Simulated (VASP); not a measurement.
A run of VASP 6.6.1:

The input INCAR:

```
SYSTEM = CaC2
PREC = Accurate ; ENCUT = 600
EDIFF = 1E-7 ; ISMEAR = 0
SIGMA = 0.03 ; LREAL = .FALSE.
LASPH = .TRUE. ; NELM = 80
ALGO = Normal ; ISIF = 4
LWAVE = .FALSE. ; LCHARG = .FALSE.
GGA = PS ; IBRION = 2
NSW = 40 ; EDIFFG = -0.01
```

The input KPOINTS:

```
regular mesh
0
G
  10 10 10
  0 0 0
```

Contents of POSCAR:

```
CaC2                                    
1.0
   -1.9494876148      1.9494876148      3.2342503314
    1.9494876148     -1.9494876148      3.2342503314
    1.9494876148      1.9494876148     -3.2342503314
  Ca              C             
     1     2
Direct
     1.0000000000000000    1.0000000000000000    0.0000000000000000
     0.5994265928922601    0.5994265928922601    0.0000000000000000
     0.4005734071077399    0.4005734071077399    1.0000000000000000
```

Potentials or basis: VASP PAW PBE potentials, release 64 (Ca_sv, C).

Command:

```bash
$ cat potpaw_PBE.64/Ca_sv/POTCAR potpaw_PBE.64/C/POTCAR > POTCAR
$ mpirun -np 1 vasp_std > vasp.out
```

Hardware: 1 thread of Intel(R) Xeon(R) 6975P-C (Granite Rapids), with other jobs on the host.

Question: Estimate the wall time of this run.

Answer: It took 3 min on 1 thread of Intel(R) Xeon(R) 6975P-C (Granite Rapids) (shared host), peak memory 0.25 GiB. Counts: scf iterations 63, k points 102, ion steps 8.
